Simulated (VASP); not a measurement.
Here is the system:

```xyz
2
Lattice="0.0000 2.8203 2.8203 2.8203 0.0000 2.8203 2.8203 2.8203 0.0000" Properties=species:S:1:pos:R:3 pbc="T T T"
Zn     0.0000     0.0000     0.0000
Se     4.2304     4.2304     4.2304
```

Method: PBE GGA, VASP's PBE PAW potentials (set 64) (plane waves; VASP). Numerical set-up: 300 eV cut-off, 10×10×10 Γ-centred mesh, Fermi-Dirac smearing of 0.020 eV, potentials Zn Se.

Give the energies of bands 2 to 12 at the high-symmetry points, in eV from the valence-band maximum.

```csv
band,Γ,X,U,L,W
2,-6.58,-6.56,-6.49,-6.49,-6.46
3,-6.58,-6.32,-6.36,-6.49,-6.36
4,-6.58,-6.32,-6.27,-6.18,-6.23
5,-6.20,-6.14,-6.17,-6.18,-6.23
6,-6.20,-6.01,-5.92,-6.03,-5.88
7,0.00,-4.82,-4.79,-5.33,-4.76
8,0.00,-2.24,-3.16,-0.89,-2.82
9,0.00,-2.24,-1.84,-0.89,-2.73
10,1.34,2.95,3.57,2.56,5.48
11,5.79,3.46,5.63,6.38,5.62
12,5.79,10.84,9.09,6.38,7.00
```

The gap is direct, 1.34 eV, from the valence maximum at Γ to the conduction minimum at Γ.

The structure comes from a computed database's ZnSe entry; how it stands against other phases isn't given here. The cell was not relaxed at this level.
